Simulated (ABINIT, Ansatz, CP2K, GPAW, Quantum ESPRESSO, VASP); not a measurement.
## MnPt2: 6 runs at one level of theory

```xyz
3
Lattice="2.8584 0.0000 0.0000 -1.4292 2.4755 0.0000 0.0000 0.0000 6.5325" Properties=species:S:1:pos:R:3 pbc="T T T"
Pt    1.4292    0.8252    2.0656
Pt    0.0000    1.6503    4.4669
Mn    0.0000    0.0000    0.0000
```

The cell comes from a database or a generator and needn't be the stable form of this composition.

Alike in all runs: task single point; functional PBE; k mesh 11 × 11 × 4; occupations fermi-dirac, width 0.05 eV; collinear spin, ferromagnetic start; no spin-orbit coupling. Pressure is positive in compression and, in plane waves, holds the error of the finite cutoff.

```tsv
program and potentials	plane-wave cutoff (eV)	notes	pressure (GPa)	net moment per atom (μB)	largest force (eV/Å)
ABINIT, JTH PAW PBE v2.0	707	11.67 valence electrons an atom on average	-0.08	1.52	0.042
CP2K, GTH_POTENTIALS Pt GTH-PBE-q18, Mn GTH-PBE-q15; TZVP-MOLOPT-SR-GTH basis	-	atomic basis; 17 valence electrons an atom on average	0.27	1.56	0.120
VASP, PBE PAW files Mn_pv, Pt, 520 eV	520	11 valence electrons an atom on average	-0.64	1.52	0.034
Ansatz, all-electron LAPW, scalar-relativistic	-	-	-0.48	1.52	0.025
Quantum ESPRESSO, SSSP 1.3 efficiency PBE	884	15.67 valence electrons an atom on average	-0.90	1.53	0.038
GPAW, GPAW PAW data sets (gpaw-data 1.2.1)	600	15.67 valence electrons an atom on average	-0.32	1.50	0.075
```

Force on atom 1 (Pt), eV/Å:

```json
{"program and potentials": "ABINIT, JTH PAW PBE v2.0", "x": "0.000", "y": "0.000", "z": "0.042"}
{"program and potentials": "CP2K, GTH_POTENTIALS Pt GTH-PBE-q18, Mn GTH-PBE-q15; TZVP-MOLOPT-SR-GTH basis", "x": "0.000", "y": "0.000", "z": "0.120"}
{"program and potentials": "VASP, PBE PAW files Mn_pv, Pt, 520 eV", "x": "0.000", "y": "0.000", "z": "0.034"}
{"program and potentials": "Ansatz, all-electron LAPW, scalar-relativistic", "x": "0.000", "y": "0.000", "z": "0.025"}
{"program and potentials": "Quantum ESPRESSO, SSSP 1.3 efficiency PBE", "x": "0.000", "y": "0.000", "z": "0.038"}
{"program and potentials": "GPAW, GPAW PAW data sets (gpaw-data 1.2.1)", "x": "0.000", "y": "0.000", "z": "0.075"}
```

The pressure spans -0.90 (Quantum ESPRESSO, SSSP 1.3 efficiency PBE) to 0.27 GPa (CP2K, GTH_POTENTIALS Pt GTH-PBE-q18, Mn GTH-PBE-q15; TZVP-MOLOPT-SR-GTH basis), with all-electron results at -0.48. The net moment per atom spans 1.50 (GPAW, GPAW PAW data sets (gpaw-data 1.2.1)) to 1.56 μB (CP2K, GTH_POTENTIALS Pt GTH-PBE-q18, Mn GTH-PBE-q15; TZVP-MOLOPT-SR-GTH basis), with all-electron results at 1.52. The state is the one that the start led to, which needn't be the lowest. Rows in atomic bases carry the error of their basis and grid, which can be large.

The functional is the same throughout but for its coding, so the spread measures potentials, basis and numerics; runs on potential files found faulty are left out.
